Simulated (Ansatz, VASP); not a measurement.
**One calculation of TlSn, two programs**

```
Tl Sn
1.0
     3.62674    0.00000    0.00000
     0.00000    3.62674    0.00000
     0.00000    0.00000    4.38953
Tl Sn
1 1
Direct
  0.00000 0.00000 0.00000
  0.50000 0.50000 0.50000
```

Change from the starting cell: volume scaled by 1.01, PAW files.

Alike in both runs: task electric field gradients; functional LDA; k mesh 9 × 9 × 8; occupations fermi-dirac, width 0.08 eV; no spin polarisation.

```csv
,VASP,Ansatz
version,VASP 6.6.1,Ansatz 0.2.0
potentials or method,"VASP PAW LDA potentials, release 64 (Tl_d, Sn_d)","PAW with Ansatz's default frozen-core files, scalar-relativistic"
plane-wave cutoff (eV),520,420
valence electrons in the cell,27,27
```

|  | VASP | Ansatz | Ansatz less VASP |
| --- | --- | --- | --- |
| pressure (GPa) | -3.6 | -3.6 | -0.01 |
| largest component of the traceless stress (GPa) | 0.46 | 0.46 | +0.002 |
| Vzz of the field gradient on the site that differs most (V/Å²) | -61.8 | -63.2 | -1.42 |

Ansatz warned: «gradients_without_spin_orbit».

The runs have no spin-orbit coupling, so splittings on Tl are missing.
